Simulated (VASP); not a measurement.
The system is PbS.

```
Pb S
1.0
     0.00000    2.96000    2.96000
     2.96000    0.00000    2.96000
     2.96000    2.96000    0.00000
Pb S
1 1
Direct
  0.00000 0.00000 0.00000
  0.50000 0.50000 0.50000
```

The cell was built by a generator and needn't be a form met in nature.

- Program: VASP 6.6.1
- Task: relaxation of cell and atoms
- Functional: r2SCAN
- Potentials or basis: VASP PAW PBE potentials, release 64 (Pb_d, S)
- Cutoff: 600 eV
- k mesh: 10 × 10 × 10
- Occupations: gaussian, width 0.02 eV
- Spin: no spin polarisation

At the start: pressure 1.7 GPa; volume 25.93 Å³/atom.

Q: Where does the relaxation end?

A: Over 3 steps the energy falls by 3.8 meV/atom and the volume is 26.67 Å³/atom (+2.8 %); space group Fm-3m (No. 225, to 0.05 Å).

The path:
```
step  energy change (eV)  largest force (eV/Å)  pressure (GPa)  volume (Å³)
   1              0.0000                0.0000            1.69        51.87
   2             -0.0064                0.0000           -0.67        53.95
   3             -0.0077                0.0000            0.01        53.34
```

Final structure:
```xyz
2
Lattice="0.0000 2.9877 2.9877 2.9877 0.0000 2.9877 2.9877 2.9877 0.0000" Properties=species:S:1:pos:R:3 pbc="T T T"
Pb    0.0000    0.0000    0.0000
S     2.9877    2.9877    2.9877
```

Caveat: the PAW data sets were made with another functional, which shifts forces and pressure a little.
